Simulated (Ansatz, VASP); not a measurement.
# Cross-check of Pb between VASP and Ansatz

Aim: how closely do two programs agree when they are given the same cell, functional and k mesh?

Program: Ansatz 0.2.0. Level of theory: plane waves, with VASP 6.6.1 beside it; relaxation of cell and atoms at LDA. Results are calculated unless marked as measured.

The database entry behind the starting cell differs from later determinations by our own check (compressed, about 0.8 % short), so it need not match the best structure at ambient conditions.

**1. Set-up**

Symmetry: Fm-3m, No. 225, cubic system. The conventional cell has a = 4.911 Å, b = 4.911 Å, c = 4.911 Å, α = 90.00°, β = 90.00°, γ = 90.00°. Nearest to Pb lie 12 Pb at 3.47 Å.

**2. Ansatz: relaxation of cell and atoms, LDA**

Ansatz runs on its default PAW (the set named soft_2) files.

The relaxed volume is the usual yardstick between codes: its relative difference is about their pressure difference at one cell divided by the bulk modulus.

File input.yaml:

```yaml
crystal:
  lattice:
    - [0.0, 2.4553833333, 2.4553833333]
    - [2.4553833333, 0.0, 2.4553833333]
    - [2.4553833333, 2.4553833333, 0.0]
  atoms:
    - { symbol: Pb, position: [0.0, 0.0, 0.0] }
hamiltonian:
  xc: lda
  pseudopotentials: { kind: paw }
kpoints:
  mp_grid: { grid: [8, 8, 8] }
scf:
  occupations: { method: fermi_dirac, width: 0.05 }
relax:
  f_tol: 0.01
  max_steps: 60
  cell: { stress_tol: 0.05 }
output:
  forces: true
  stress: true
  write_density: true
  write_potential: true
  elf: true
  volumetric_format: npy
```

On the command line:

```
> ansatz run input.yaml --threads 4 --pin off --max-ram 9216MiB --backend cpu --events-out ev --progress --plain --runs-dir out
```

Numbers of over 12 decimals in the logs are rounded to 6 here.

What it wrote:

```text
Engine: ansatz 0.2.0, aarch64-unknown-linux-gnu
Pseudopotentials: kind: paw
Pseudopotential: Pb, paw, valence charge 14, recommended cutoff 420 eV (normal), Pb.paw.azcp
Functional definition: SPW92
  exchange = slater_x
  correlation = pw_c
Crystal: 1 atoms, lattice volume = 29.607 Å³
Basis set: ecut = 420 eV, 561 PW (Γ)
Bands: 11, of which v1, the nominal top of the filled ones, is band 7 counted from 1 (6 counted from 0)
Symmetry: 48 space group operations
Space group: Fm-3m (ITA 225), of the structure as read, at distance tolerance 3.1e-5 Å
k-points: 29 of 512
Non-local potential: Pb, projectors of the file, l = 0: 2, l = 1: 2, l = 2: 2, l = 3: 2
PAW form: soft (Blöchl's): semilocal exchange-correlation on the pseudo side does not see the compensation charge
PAW frozen core: Pb, regenerated for the run's functional, and the local potential with it (the file was generated under x = pbe(κ = 0.804, μ = 0.219515), c = pbe(β = 0.066725))
PAW one-centre angular grid: Pb, 590 points (default); XC on 64 Gauss nodes
Initial density: superposition of atomic densities (neutral atoms: chi_scale 0, normalization atom), corrected by the library's trained network
Initial wavefunctions: pseudopotential atomic-orbital guess
Functional: x = slater, c = lda
SCF iter   1: F=—  HF=-11602.370809 eV  |F-HF|=—  |Δ(HF+E_count)|=         —  Δρ=5.20e-3  dr2=4.22e-3  ethr=1.77e-3  ⟨swp⟩=5.9  Hψ=2128  notcnv=0
preconditioner: auto → none  [insulator: Δε(μ)=0.264 eV  Ē_g=19.979 eV  σ=0.050 eV  W_gap=0.86  n_scr=8 (ndim 8)  ℏωp=25.5 eV  f_vac=0.000  D(μ)=0.26/eV (n_scr^D=0)  ε∞_Penn≈2.6]
SCF iter   2: F=—  HF=-11602.369164 eV  |F-HF|=—  |Δ(HF+E_count)|=   1.64e-3  Δρ=1.85e-3  dr2=5.17e-4  ethr=3.01e-5  ⟨swp⟩=2.3  Hψ=663  notcnv=0  defer=3
SCF iter   3: F=—  HF=-11602.369091 eV  |F-HF|=—  |Δ(HF+E_count)|=   7.31e-5  Δρ=1.73e-4  dr2=7.40e-6  ethr=3.70e-6  ⟨swp⟩=2.0  Hψ=487  notcnv=0  defer=3
SCF iter   4: F=—  HF=-11602.369089 eV  |F-HF|=—  |Δ(HF+E_count)|=   1.80e-6  Δρ=5.97e-5  dr2=1.06e-6  ethr=5.29e-8  ⟨swp⟩=2.1  Hψ=503  notcnv=0  defer=3
iter 5 did not close the SCF: its close was put off for the readings that it lacked (scf_convergence_deferred on its scf_iter line)
SCF iter   5: F=-11602.369089 eV  HF=-11602.369089 eV  |F-HF|=1.17e-8  |Δ(HF+E_count)|=   5.16e-7  Δρ=6.08e-6  dr2=1.06e-8  ethr=7.56e-9  ⟨swp⟩=2.0  Hψ=511  notcnv=0  defer=3
SCF iter   6: F=-11602.369089 eV  HF=-11602.369089 eV  |F-HF|=1.64e-11  |Δ(HF+E_count)|=   5.07e-9  Δρ=3.63e-7  dr2=3.34e-11  ethr=7.56e-11  ⟨swp⟩=4.8  Hψ=1581  notcnv=0
SCF 1 converged in 6 iterations: F = -11602.369089 eV  dr2 = 3.34e-11
  greatest PAW one-centre occupation: 0.979 electrons in one spin orbital (limit 2), on the Pb atom at site 0 (counted from 0), in its partial waves of l = 2
relax step   1: F+E_penalty+E_count = -11602.36908880 eV  Δ(F+E_penalty+E_count) = +0.000e0 eV  max|allowed force component| = 0.000e0 eV/Å  Δτ_max = 0.0000 Å  P = -0.726 GPa  Ω = 29.607 Å³  (6 SCF iters, dr2 threshold 1.00e-7 eV, accepted)
[...]
relax step   2: F+E_penalty+E_count = -11602.37007660 eV  Δ(F+E_penalty+E_count) = -9.878e-4 eV  max|allowed force component| = 0.000e0 eV/Å  Δτ_max = 0.0000 Å  P = +0.125 GPa  Ω = 29.123 Å³  energy of the carried Pulay correction = +6.116e-5 eV  (4 SCF iters, dr2 threshold 1.00e-7 eV, accepted)
[...]
relax step   3: F+E_penalty+E_count = -11602.37009417 eV  Δ(F+E_penalty+E_count) = -1.756e-5 eV  max|allowed force component| = 0.000e0 eV/Å  Δτ_max = 0.0000 Å  P = -0.003 GPa  Ω = 29.193 Å³  energy of the carried Pulay correction = +5.220e-5 eV  (2 SCF iters, dr2 threshold 3.90e-8 eV, accepted)
[...]
relax step   4: F+E_penalty+E_count = -11602.37003836 eV  Δ(F+E_penalty+E_count) = +5.580e-5 eV  max|allowed force component| = 0.000e0 eV/Å  Δτ_max = 0.0000 Å  P = -0.004 GPa  Ω = 29.193 Å³  stress off target by 4.18e-3 GPa  SCF on the basis re-selected at this cell (its energy is not comparable with the rows above)  (4 SCF iters)
basis re-selected at this cell: Δ(F+E_penalty+E_count) = +5.580e-5 eV, ΔP = -0.001 GPa vs the last step (what re-selecting the basis moved, of the pressure what is left beyond the Pulay correction that the steps carried, after the strain that the cell walked since its last selection, with what the two solves' SCF thresholds leave and, on support functions, any second-order correction that the steps lacked; it is no measure of the basis error at this ecutwfc). This SCF's stress stands 4.18e-3 GPa from its target on what of the cell is left free (relax.cell.stress_tol is 5.00e-2 GPa) and its largest allowed force component is 0.00e0 eV/Å (relax.f_tol is 1.00e-2 eV/Å): [rest of the remark cut]
SCF converged after 4 iterations
Free energy (F): -11602.370038 eV
Harris-Foulkes:  -11602.370038 eV  (|F-HF|=3.64e-12)
Internal energy: -11602.367063 eV  (E = F + TS)
E sigma→0 (E₀):  -11602.368551 eV
Entropy (-TS):   -0.002975 eV (-2.975 meV/atom)
Fermi energy:    11.146806 eV
--- Per-component energies (eV) ---
  E_band       = -33.375539
  E_kinetic    = 290.239511
  E_local      = -994.105471  (includes V_loc(G=0)·N_el)
  E_nonlocal   = 353.595411
  E_hartree    = 393.716280
  E_xc         = -219.704686
  E_vxc        = -134.239070  (∫ρ·V_xc dr)
  E_paw        = -10102.327811  (= ΣΔE_a)
  E_vpaw       = -336.298570  (= ΣTr[D̂ρ^β])
  E_aug_tail   = 0.000044  (compensation charges beyond the density's cutoff)
  E_ewald      = -1323.702628
  E_core_change = -0.077714  (= ΣΔE_core)
  E_smearing   = -0.002975  (= −TS)
  E_closure    = 0.000000  (closes the sum)
  Σ components = -11602.370038   (vs F -11602.370038, Δ=0.00e0)
--- Forces (eV/Å), atoms counted from 1 ---
  atom   1  Pb    -0.00000000     0.00000000     0.00000000
  max |Σ_I F_I| component: 1.58e-30 eV/Å
--- Stress (GPa, compression-positive) ---
       -0.004184       0.000000       0.000000
        0.000000      -0.004184       0.000000
        0.000000       0.000000      -0.004184
  P = ⅓ Tr σ = -0.0042 GPa (-0.042 kbar)
--- Band table (eV; the first three rows and the last of 29) ---
  k-point 0: bands = [... 3 lower, -5.6672, -5.6672, -0.8832, 18.8075, 18.8075, 18.8075, 21.0331, 23.0583]
  k-point 1: bands = [... 3 lower, -5.6668, -5.6668, -0.5707, 15.9477, 18.4510, 18.4510, 20.6562, 24.0560]
  k-point 2: bands = [... 3 lower, -5.6279, -5.6279, 0.3650, 11.9670, 17.7352, 17.7352, 20.3761, 22.9040]
  k-point 28: bands = [... 3 lower, -5.6155, -5.4772, 4.5325, 9.7231, 9.7231, 11.4272, 22.3437, 23.5866]
--- Relaxed structure (3 steps of the walk, 3 accepted, 1 SCFs on fresh bases) ---
  F+E_penalty+E_count = -11602.37003836 eV   max|allowed force component| = 0.000e0 eV/Å   (the final SCF, on the basis selected at the relaxed cell)
  cell:  # Å, volume = 29.1932 Å³
    - [0, 2.443902, 2.443902]
    - [2.443902, 0, 2.443902]
    - [2.443902, 2.443902, 0]
  atoms:
    - { symbol: Pb, position: [0.0, 0.0, 0.0] }
```

Elapsed: 1 s, on 4 threads of Arm Neoverse V1, shared host; peak memory 0.29 GiB; 2.8 s of CPU time.

**3. VASP: relaxation of cell and atoms, LDA**

The same cell, functional (in two slightly different forms), mesh and smearing now go to VASP, with its own data sets and cutoff.

Lines of VASP's logs that name or quote its potential files are left out, and so is its time.

File INCAR:

```
SYSTEM = Pb
PREC = Accurate
ENCUT = 520
EDIFF = 1E-06
NELM = 100
ISMEAR = -1
SIGMA = 0.05
LREAL = .FALSE.
ALGO = Normal
GGA = CA
NBANDS = 13
LORBIT = 11
LWAVE = .FALSE.
LCHARG = .FALSE.
KPAR = 2
IBRION = 2
NSW = 60
ISIF = 3
EDIFFG = -0.01
```

File POSCAR:

```
Pb
1.0
    0.0000000000      2.4553833333      2.4553833333
    2.4553833333      0.0000000000      2.4553833333
    2.4553833333      2.4553833333      0.0000000000
Pb
1
Direct
    0.0000000000      0.0000000000      0.0000000000
```

File KPOINTS:

```
Automatic mesh
0
Gamma
8 8 8
0 0 0
```

Potentials, in the order of the species: Pb_d (PBE family, release 64).

On the command line:

```
> mpirun -np 2 vasp_std
```

What it wrote:

```text
[banner, memory and clock lines left out]
running    2 mpi-ranks, on    1 nodes
 distrk:  each k-point on    1 cores,    2 groups
 distr:  one band on    1 cores,    1 groups

 POSCAR found type information on POSCAR Pb
 POSCAR found :  1 types and       1 ions
|                                                                             |
|               ----> ADVICE to this user running VASP <----                  |
|                                                                             |
|     You enforced a specific xc type in the INCAR file but a different       |
|     [... a line on the potential file left out ...]
|     I HOPE YOU KNOW WHAT YOU ARE DOING!                                     |
|                                                                             |

 LDA part: xc-table for (Slater(with rela. corr.)+CA(PZ))
 , standard interpolation
 POSCAR, INCAR and KPOINTS ok, starting setup
 FFT: planning ... GRIDC
 FFT: planning ... GRID_SOFT
 FFT: planning ... GRID
 WAVECAR not read
 entering main loop
       N       E                     dE             d eps       ncg     rms          rms(c)
DAV:   1     0.109146305556E+03    0.10915E+03   -0.72649E+03   762   0.129E+03
DAV:   2     0.783742789532E+00   -0.10836E+03   -0.10446E+03   829   0.310E+02
DAV:   3    -0.422631536272E+01   -0.50101E+01   -0.49883E+01   935   0.727E+01
DAV:   4    -0.433495166040E+01   -0.10864E+00   -0.10861E+00   928   0.114E+01
DAV:   5    -0.433961883083E+01   -0.46672E-02   -0.46670E-02  1049   0.217E+00    0.898E-01
DAV:   6    -0.430777493265E+01    0.31844E-01   -0.47272E-02   959   0.411E+00    0.347E-01
DAV:   7    -0.430196277235E+01    0.58122E-02   -0.15181E-02   984   0.213E+00    0.874E-02
DAV:   8    -0.430156873494E+01    0.39404E-03   -0.56659E-04  1123   0.374E-01    0.103E-02
DAV:   9    -0.430156656716E+01    0.21678E-05   -0.96720E-06  1005   0.559E-02    0.417E-03
DAV:  10    -0.430156673125E+01   -0.16409E-06   -0.28955E-07   602   0.531E-03
   1 F= -.43015667E+01 E0= -.43001339E+01  d E =-.430157E+01
 curvature:   0.00 expect dE= 0.000E+00 dE for cont linesearch  0.000E+00
 trial: gam= 0.00000 g(F)=  0.797E-62 g(S)=  0.200E-02 ort = 0.000E+00 (trialstep = 0.100E+01)
 search vector abs. value=  0.200E-02
 bond charge predicted
       N       E                     dE             d eps       ncg     rms          rms(c)
DAV:   1    -0.435238894647E+01   -0.50822E-01   -0.13103E+00   979   0.228E+01    0.117E+00
DAV:   2    -0.430803783814E+01    0.44351E-01   -0.79563E-02   924   0.590E+00    0.403E-01
DAV:   3    -0.430210128322E+01    0.59366E-02   -0.21406E-02  1052   0.286E+00    0.334E-02
DAV:   4    -0.430211370133E+01   -0.12418E-04   -0.36922E-04   909   0.196E-01    0.187E-02
DAV:   5    -0.430213784106E+01   -0.24140E-04   -0.13420E-04   874   0.895E-02    0.895E-03
DAV:   6    -0.430213382542E+01    0.40156E-05   -0.86582E-06   974   0.455E-02    0.131E-03
DAV:   7    -0.430213377393E+01    0.51488E-07   -0.44207E-07   671   0.605E-03
   2 F= -.43021338E+01 E0= -.43004836E+01  d E =-.567043E-03
 trial-energy change:   -0.000567  1 .order   -0.000565   -0.001998    0.000867
 step:   0.6974(harm=  0.6974)  dis= 0.00000  next Energy=    -4.302263 (dE=-0.697E-03)
 bond charge predicted
       N       E                     dE             d eps       ncg     rms          rms(c)
DAV:   1    -0.430683024974E+01   -0.46964E-02   -0.12247E-01   979   0.716E+00    0.353E-01
DAV:   2    -0.430280895823E+01    0.40213E-02   -0.73557E-03   914   0.176E+00    0.122E-01
DAV:   3    -0.430225638452E+01    0.55257E-03   -0.20272E-03  1065   0.872E-01    0.105E-02
DAV:   4    -0.430225721073E+01   -0.82621E-06   -0.35511E-05   889   0.624E-02    0.576E-03
DAV:   5    -0.430225925240E+01   -0.20417E-05   -0.13368E-05   864   0.301E-02    0.299E-03
DAV:   6    -0.430225872249E+01    0.52992E-06   -0.10667E-06   720   0.174E-02
   3 F= -.43022587E+01 E0= -.43006784E+01  d E =-.691991E-03
 curvature:  -0.35 expect dE=-0.420E-07 dE for cont linesearch -0.420E-07
 trial: gam= 0.00000 g(F)=  0.103E-63 g(S)=  0.120E-06 ort =-0.155E-04 (trialstep = 0.939E+00)
 search vector abs. value=  0.121E-06
 reached required accuracy - stopping structural energy minimisation
```

OUTCAR, selected parts (step 3):

```text
ion  position               nearest neighbor table
   1  0.000  0.000  0.000-

  LATTYP: Found a face centered cubic cell.
 ALAT       =     4.9107666666

 Subroutine GETGRP returns: Found 48 space group operations
 (whereof 48 operations were pure point group operations)

The static configuration has the point symmetry O_h .

 Found     29 irreducible k-points:

   k-points           NKPTS =     29   k-points in BZ     NKDIM =     29   number of bands    NBANDS=     13

   dimension x,y,z NGX =    28 NGY =   28 NGZ =   28
   dimension x,y,z NGXF=    56 NGYF=   56 NGZF=   56

   ENCUT  =  520.0 eV  38.22 Ry    6.18 a.u.   6.46  6.46  6.46*2*pi/ulx,y,z

   NELECT =      14.0000    total number of electrons

 k-points in reciprocal lattice and weights: Automatic mesh
   0.00000000  0.00000000  0.00000000       0.002
   0.12500000  0.00000000  0.00000000       0.016
   0.25000000  0.00000000  0.00000000       0.016
   0.37500000  0.00000000  0.00000000       0.016
   0.50000000  0.00000000  0.00000000       0.008
   0.12500000  0.12500000  0.00000000       0.012
   0.25000000  0.12500000  0.00000000       0.047
   0.37500000  0.12500000  0.00000000       0.047
   0.50000000  0.12500000  0.00000000       0.047
[...]
-0.37500000  0.50000000  0.12500000       0.023
  -0.25000000  0.50000000  0.25000000       0.012

 average (electrostatic) potential at core
       1 -89.8080

 E-fermi :   7.3430

 k-point     1 :       0.0000    0.0000    0.0000
  band No.  band energies     occupation
    ...
      2      -9.5911      2.00000
      3      -9.5911      2.00000
      4      -9.4298      2.00000
      5      -9.4298      2.00000
      6      -4.6712      2.00000
      7      14.9963      0.00000
      8      14.9963      0.00000
      9      14.9963      0.00000
     10      17.2200      0.00000
     11      19.2837      0.00000
    ...

 k-point     2 :       0.1250    0.0000    0.0000
  band No.  band energies     occupation
    ...
      2      -9.5684      2.00000
      3      -9.5684      2.00000
      4      -9.4293      2.00000
      5      -9.4293      2.00000
      6      -4.3586      2.00000
      7      12.1419      0.00000
      8      14.6392      0.00000
      9      14.6392      0.00000
     10      16.8423      0.00000
     11      20.2576      0.00000
    ...

 k-point     3 :       0.2500    0.0000    0.0000
  band No.  band energies     occupation
    ...
      2      -9.5504      2.00000
      3      -9.5504      2.00000
      4      -9.3901      2.00000
      5      -9.3901      2.00000
      6      -3.4221      2.00000
      7       8.1630      0.00000
      8      13.9232      0.00000
      9      13.9232      0.00000
     10      16.5647      0.00000
     11      19.0985      0.00000
    ...

  Total        0.0009122      0.0009122      0.0009122      0.0000000      0.0000000      0.0000000
  in kB        0.0499571      0.0499571      0.0499571      0.0000000      0.0000000      0.0000000
  external PRESSURE =       0.0499571 kB  Pullay stress =       0.0000000 kB

  energy-cutoff  :      520.00
  volume of cell :       29.26
      direct lattice vectors                 reciprocal lattice vectors
    -0.000000000  2.445677270  2.445677270    -0.204442347  0.204442347  0.204442347
     2.445677270 -0.000000000  2.445677270     0.204442347 -0.204442347  0.204442347
     2.445677270  2.445677270 -0.000000000     0.204442347  0.204442347 -0.204442347

 POSITION                                       TOTAL-FORCE (eV/Angst)
 -----------------------------------------------------------------------------------
      0.00000      0.00000      0.00000         0.000000      0.000000      0.000000
 -----------------------------------------------------------------------------------
    total drift:                               -0.000000     -0.000000     -0.000000

  FREE ENERGIE OF THE ION-ELECTRON SYSTEM (eV)
  ---------------------------------------------------
  free  energy   TOTEN  =        -4.3022587225 eV

  energy  without entropy=       -4.2990979864  energy(sigma->0) =       -4.30067835

 reached required accuracy - stopping structural energy minimisation

 total charge
# of ion       s       p       d       tot
------------------------------------------
    1        1.395   0.763   9.810  11.969

[... 3 further parts left out ...]
```

The run keeps the 48 symmetry operations of its start, so it cannot find a distortion of lower symmetry.

**4. Differences**

Known differences besides the potentials themselves: the two LDA forms differ slightly; both relaxations stop at a tolerance, which leaves soft axes loose, and VASP keeps its plane-wave basis; the cutoff is 420 eV in Ansatz and 520 eV in VASP; Ansatz makes its cores anew for this functional, VASP keeps those of its PBE data sets; VASP's log shows a relativistic correction to its local exchange, Ansatz's none; Ansatz adds a Pulay correction to the stress that steers its cell, VASP none. Total energies have different zeros and are not compared.

Compared:

```
                                         quantity  Ansatz   VASP  difference
                                      volume (Å³)   29.19  29.26     -0.22 %
edge a after relaxation, in the typed setting (Å)   3.456  3.459     -0.07 %
```

The walks stopped with 0.00 GPa left in Ansatz and 0.00 GPa in VASP; each walk ends within a tolerance, so the volume difference is uncertain by about these residues over the bulk modulus, most in soft cells.

**5. Outcome**

| Property | Result |
| --- | --- |
| difference in volume (relaxation of cell and atoms, LDA) | -0.22 % |

The difference in volume is -0.22 % (relaxation of cell and atoms, LDA), within the 1.2 % picked in this series as the mark of a large difference, as far as the stopping tolerances let one tell. Such differences can come from data sets, numerical settings and the points named under the comparisons, not from the functional's error against experiment.

[Lines on the potential files, build, host, timing and source positions are cut from VASP's logs without a mark.]

[Logs are printed without paths, hosts, clocks, repeated set-up lines and the standing remarks that a program may print on its own settings, such as how far it seeks lower states.]

[Hosts, paths, dates, database ids (printed as entryN), source tags and the programs' standing remarks are cut or masked in the printed files.]
